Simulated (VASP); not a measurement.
# Be3Se2O (Cmc2_1) in VASP: elastic constants with PBE

Aim: the elastic constants of Be3Se2O with PBE.

All numbers are computed with VASP 6.6.1; they aren't measurements. Logs are shortened: lines on timing, memory, paths and dates and some standing lists are left out, and cuts for length are marked.

## (1) Starting point

Symmetry: Cmc2_1, No. 36, orthorhombic system. The conventional cell has a = 10.156 Å, b = 5.744 Å, c = 5.445 Å, α = 90.00°, β = 90.00°, γ = 90.00°. Be (site symmetry 1) has 1 O at 1.67 Å as nearest neighbours. Be (site symmetry m) has 2 O at 1.74 to 1.80 Å as nearest neighbours. Around Se (site symmetry 1) lie 4 Be at 2.23 to 2.27 Å. Around O (site symmetry m) lie 4 Be at 1.67 to 1.80 Å.

The cell was built by a generator and needn't be a form met in nature.

## (2) Elastic constants, PBE

Input file POSCAR:

```
Be3Se2O
1.0
    5.0780500000     -2.8719600000      0.0000000000
    5.0780500000      2.8719600000      0.0000000000
    0.0000000000      0.0000000000      5.4449600000
Be Se O
6 4 2
Direct
    0.8386350000      0.4292100000      0.4135620000
    0.5707900000      0.1613650000      0.4135620000
    0.1095090000      0.8904910000      0.3276790000
    0.4292100000      0.8386350000      0.9135620000
    0.1613650000      0.5707900000      0.9135620000
    0.8904910000      0.1095090000      0.8276790000
    0.8350330000      0.4840180000      0.0072250000
    0.4840180000      0.8350330000      0.5072250000
    0.1649670000      0.5159820000      0.5072250000
    0.5159820000      0.1649670000      0.0072250000
    0.8534360000      0.1465640000      0.4999890000
    0.1465640000      0.8534360000      0.9999890000
```

Input file INCAR.step1:

```
SYSTEM = Be3Se2O
PREC     = Accurate       ! precision mode
ENCUT    = 520            ! plane-wave cutoff, eV
EDIFF    = 1E-8           ! SCF threshold, eV
ISMEAR   = 0              ! smearing method
SIGMA    = 0.03           ! smearing width, eV
LREAL    = .False.        ! projectors in reciprocal space
LASPH    = .True.         ! aspherical terms in the spheres
NELM     = 100            ! most SCF steps
ALGO     = Fast           ! electronic algorithm
ISIF     = 3              ! what is computed and relaxed
LWAVE    = .False.        ! write WAVECAR
LCHARG   = .False.        ! write CHGCAR
GGA      = PE             ! functional
KPAR     = 8            
IBRION   = 2              ! ionic algorithm
NSW      = 40             ! ionic steps
EDIFFG   = -0.002         ! ionic threshold
```

Input file INCAR.step2:

```
SYSTEM = Be3Se2O
PREC     = Accurate       ! precision mode
ENCUT    = 520            ! plane-wave cutoff, eV
EDIFF    = 1E-8           ! SCF threshold, eV
ISMEAR   = 0              ! smearing method
SIGMA    = 0.03           ! smearing width, eV
LREAL    = .False.        ! projectors in reciprocal space
LASPH    = .True.         ! aspherical terms in the spheres
NELM     = 100            ! most SCF steps
ALGO     = Fast           ! electronic algorithm
ISIF     = 3              ! what is computed and relaxed
LWAVE    = .False.        ! write WAVECAR
LCHARG   = .False.        ! write CHGCAR
GGA      = PE             ! functional
KPAR     = 8            
IBRION   = 6              ! ionic algorithm
NFREE    = 2            
POTIM    = 0.015          ! step
NSW      = 1              ! ionic steps
```

Input file KPOINTS:

```
regular mesh
0
Gamma
  4 4 4
  0 0 0
```

Potentials or basis: VASP PAW PBE potentials, release 64 (Be, Se, O).

The run is started by

```console
cat potpaw_PBE.64/Be/POTCAR potpaw_PBE.64/Se/POTCAR potpaw_PBE.64/O/POTCAR > POTCAR
cp INCAR.step1 INCAR
mpirun -np 8 vasp_std > vasp.out
cp CONTCAR POSCAR
cp INCAR.step2 INCAR
mpirun -np 8 vasp_std > vasp.out
```

OUTCAR:

```text
SYSTEM = Be3Se2O
   PREC = Accurate
   ENCUT = 520
   EDIFF = 1E-8
   ISMEAR = 0
   LREAL = .False.
   LASPH = .True.
   NELM = 100
   ISIF = 3
   GGA = PE
   IBRION = 6
   NFREE = 2
   POTIM = 0.015
   NSW = 1

 ion  position               nearest neighbor table
   1  0.839  0.429  0.414-  11 1.67   7 2.23   8 2.26   9 2.27
   2  0.571  0.161  0.414-  11 1.67  10 2.23   9 2.26   8 2.27
   3  0.109  0.891  0.328-  11 1.74  12 1.80   8 2.26   9 2.26
   4  0.429  0.839  0.914-  12 1.67   8 2.23   7 2.26  10 2.27
   5  0.161  0.571  0.914-  12 1.67   9 2.23  10 2.26   7 2.27
   6  0.891  0.109  0.828-  12 1.74  11 1.80   7 2.26  10 2.26
   7  0.835  0.484  0.007-   1 2.23   4 2.26   6 2.26   5 2.27
   8  0.484  0.835  0.507-   4 2.23   1 2.26   3 2.26   2 2.27
   9  0.165  0.516  0.507-   5 2.23   2 2.26   3 2.26   1 2.27
  10  0.516  0.165  0.007-   2 2.23   5 2.26   6 2.26   4 2.27
  11  0.853  0.147  0.500-   1 1.67   2 1.67   3 1.74   6 1.80
  12  0.147  0.853  1.000-   4 1.67   5 1.67   6 1.74   3 1.80

  LATTYP: Found a base centered orthorhombic cell.
 ALAT       =     5.7444410069
 B/A-ratio  =     1.7679528940
 C/A-ratio  =     0.9478472398

  Lattice vectors:

 A1 = (  -5.0779505512,  -2.8722205035,   0.0000000000)
 A2 = (   5.0779505512,  -2.8722205035,   0.0000000000)
 A3 = (   0.0000000000,   0.0000000000,   5.4448525524)

Analysis of symmetry for initial positions (statically):
=====================================================================
 Subroutine PRICEL returns:
 Original cell was already a primitive cell.

 Routine SETGRP: Setting up the symmetry group for a
 base centered orthorhombic supercell.

 Subroutine GETGRP returns: Found  4 space group operations
 (whereof  2 operations were pure point group operations)
 out of a pool of  8 trial point group operations.

The static configuration has the point symmetry C_1h.
[... 1046 lines left out ...]
------------------------ aborting loop because EDIFF is reached ----------------------------------------
[... 87 lines left out ...]
--------------------------------------- Ionic step       37  -------------------------------------------

 number of electron      47.9999992 magnetization

 Free energy of the ion-electron system (eV)
  ---------------------------------------------------
  ext. energy  EPLUGINS =         0.00000000
  ---------------------------------------------------
  free energy    TOTEN  =       -61.43439849 eV

  energy without entropy =      -61.43439849  energy(sigma->0) =      -61.43439849

 E-fermi :   4.2890     XC(G=0):  -9.9783

 val. band max:        4.1588374430   @ k =   0.0000   0.0000   0.5000
 cond. band min:       7.4123575285   @ k =   0.5000   0.5000   0.0000
 fundamental gap:      3.2535200855
 Fermi energy:         4.2889544070

 k-point     1 :       0.0000    0.0000    0.0000
  band No.  band energies     occupation
      1     -15.3339      2.00000
      2     -15.1513      2.00000
      3      -9.4077      2.00000
      4      -7.9377      2.00000
      5      -7.4726      2.00000
      6      -7.4393      2.00000
[... 844 lines left out ...]
  FREE ENERGIE OF THE ION-ELECTRON SYSTEM (eV)
  ---------------------------------------------------
  free  energy   TOTEN  =       -61.4343984911 eV

  energy  without entropy=      -61.4343984911  energy(sigma->0) =      -61.43439849

 INTERNAL STRAIN TENSORS FROM STRAINED CELLS
 ============================================

 INTERNAL STRAIN TENSOR FOR ION    1 for displacements in x,y,z  (eV/Angst):
          X           Y           Z          XY          YZ          ZX
  --------------------------------------------------------------------------------
  x    -2.32286    -0.46815     0.18517    -3.07154     0.54294     1.99915
  y    -2.97026     1.90637     0.02828    -1.10364     1.16234     0.32503
  z     2.13814     1.38611    -4.83068     0.56379    -0.06477    -0.39415

 INTERNAL STRAIN TENSORS FROM DISPLACED ATOMS
 ============================================

 INTERNAL STRAIN TENSOR FOR ION    1 for displacements in x,y,z  (eV/Angst):
          X           Y           Z          XY          YZ          ZX
  --------------------------------------------------------------------------------
  x    -2.31039    -0.45375     0.19715    -3.07415     0.54337     2.01001
  y    -2.96657     1.87411     0.01410    -1.10234     1.16305     0.32536
  z     2.11916     1.36854    -4.81081     0.56352    -0.06244    -0.39197
[... 8 lines left out ...]
 INTERNAL STRAIN TENSOR FOR ION   12 for displacements in x,y,z  (eV/Angst):
          X           Y           Z          XY          YZ          ZX
  --------------------------------------------------------------------------------
  x     0.00000     0.00000     0.00000    -3.74167     0.00000    -2.53653
  y    -3.59788     2.06118    -2.93904     0.00000    -1.10072     0.00000
  z    -2.35281    -0.83976    -3.15285     0.00000    -4.54915     0.00000

 Eigenvectors and eigenvalues of the dynamical matrix
   1 f  =   20.262383 THz   127.312304 2PiTHz  675.880330 cm-1    83.798443 meV
   2 f  =   19.636094 THz   123.377218 2PiTHz  654.989597 cm-1    81.208324 meV
   3 f  =   19.004468 THz   119.408596 2PiTHz  633.920829 cm-1    78.596130 meV
   4 f  =   18.649508 THz   117.178313 2PiTHz  622.080616 cm-1    77.128132 meV
   5 f  =   17.352063 THz   109.026229 2PiTHz  578.802530 cm-1    71.762335 meV
   6 f  =   16.408437 THz   103.097251 2PiTHz  547.326547 cm-1    67.859813 meV
[... 25 lines left out ...]
  32 f  =    3.780896 THz    23.756071 2PiTHz  126.117122 cm-1    15.636523 meV
  33 f  =    3.561890 THz    22.380015 2PiTHz  118.811860 cm-1    14.730787 meV
  34 f/i=    0.001355 THz     0.008516 2PiTHz    0.045212 cm-1     0.005606 meV
  35 f/i=    0.001581 THz     0.009936 2PiTHz    0.052750 cm-1     0.006540 meV
  36 f/i=    0.001667 THz     0.010476 2PiTHz    0.055618 cm-1     0.006896 meV

 ELASTIC MODULI CONTR FROM IONIC RELAXATION (kBar)
 Direction    XX          YY          ZZ          XY          YZ          ZX
 --------------------------------------------------------------------------------
 XX        -182.4062     83.5723     20.2604      0.0000      0.0000      0.0000
 YY          83.5723   -138.8234     35.5587     -0.0000     -0.0000     -0.0000
 ZZ          20.2604     35.5587   -250.4585     -0.0000     -0.0000      0.0000
 XY           0.0000     -0.0000     -0.0000   -121.7908     -0.0000      0.0000
 YZ           0.0000     -0.0000     -0.0000     -0.0000    -75.4898      0.0000
 ZX           0.0000     -0.0000      0.0000      0.0000      0.0000    -30.0785
 --------------------------------------------------------------------------------

 TOTAL ELASTIC MODULI (kBar)
 Direction    XX          YY          ZZ          XY          YZ          ZX
 --------------------------------------------------------------------------------
 XX        2033.8135    646.7108    442.3012      0.0000      0.0000      0.0000
 YY         646.7108   1948.2870    373.3563     -0.0000     -0.0000     -0.0000
 ZZ         442.3012    373.3563   2117.6182     -0.0000     -0.0000      0.0000
 XY           0.0000     -0.0000     -0.0000    703.2399     -0.0000      0.0000
 YZ           0.0000     -0.0000     -0.0000     -0.0000    499.6915      0.0000
 ZX           0.0000     -0.0000      0.0000      0.0000      0.0000    636.2534
 --------------------------------------------------------------------------------
```

OUTCAR.step1:

```text
SYSTEM = Be3Se2O
   PREC = Accurate
   ENCUT = 520
   EDIFF = 1E-8
   ISMEAR = 0
   LREAL = .False.
   LASPH = .True.
   NELM = 100
   ISIF = 3
   GGA = PE
   IBRION = 2
   NSW = 40
   EDIFFG = -0.002
[... 374 lines left out ...]
 cond. band min:       7.4128896508   @ k =   0.5000   0.5000   0.0000
 fundamental gap:      3.2540475303
 Fermi energy:         4.3673717360

 k-point     1 :       0.0000    0.0000    0.0000
  band No.  band energies     occupation
      1     -15.3293      2.00000
      2     -15.1478      2.00000
      3      -9.4078      2.00000
      4      -7.9375      2.00000
      5      -7.4728      2.00000
      6      -7.4395      2.00000
[... 742 lines left out ...]
  FREE ENERGIE OF THE ION-ELECTRON SYSTEM (eV)
  ---------------------------------------------------
  free  energy   TOTEN  =       -61.4354465348 eV

  energy  without entropy=      -61.4354465348  energy(sigma->0) =      -61.43544653

 reached required accuracy - stopping structural energy minimisation
```

OSZICAR.step1:

```text
N       E                     dE             d eps       ncg     rms          rms(c)
DAV:   1     0.226734783417E+03    0.22673E+03   -0.21306E+04  1302   0.136E+03
DAV:   2    -0.432921503813E+02   -0.27003E+03   -0.25739E+03  1695   0.252E+02
DAV:   3    -0.638942167152E+02   -0.20602E+02   -0.20429E+02  1604   0.800E+01
[... 43 lines left out ...]
RMM:   4    -0.614354464244E+02   -0.13597E-07   -0.24136E-07  1335   0.301E-03    0.669E-04
RMM:   5    -0.614354464907E+02   -0.66327E-07   -0.70045E-08  1166   0.144E-03    0.576E-04
RMM:   6    -0.614354465274E+02   -0.36683E-07   -0.14762E-07  1169   0.170E-03    0.821E-04
RMM:   7    -0.614354465400E+02   -0.12589E-07   -0.38756E-08   975   0.976E-04    0.265E-04
RMM:   8    -0.614354465348E+02    0.52050E-08   -0.33428E-08   884   0.780E-04
   4 F= -.61435447E+02 E0= -.61435447E+02  d E =-.273741E-05
```

Run time: 10 min. Hardware: 8 MPI ranks of AMD EPYC 9R45 (Zen 5), shared host; peak memory 0.53 GiB.

What came out:

| Item | Value |
| --- | --- |
| Voigt bulk modulus | 100 GPa |
| Highest phonon frequency at Γ, LO-TO splitting left out | 676 cm⁻¹ |

Phonon frequencies in cm⁻¹ (negative: imaginary):
```
              q point                                                                                                                                frequencies
(0.000, 0.000, 0.000)  0 0 0 119 126 175 177 181 191 203 206 211 307 328 340 355 375 394 407 445 455 455 455 464 467 491 495 503 505 527 547 579 622 634 655 676
```

Elastic tensor in Voigt notation (GPa, in the Cartesian axes of the cell as first typed):
```
203  65  44   0   0   0
 65 195  37   0   0   0
 44  37 212   0   0   0
  0   0   0  50   0   0
  0   0   0   0  64   0
  0   0   0   0   0  70
```

Clamped-ion elastic tensor (GPa):
```
222  56  42   0   0   0
 56 209  34   0   0   0
 42  34 237   0   0   0
  0   0   0  58   0   0
  0   0   0   0  67   0
  0   0   0   0   0  83
```
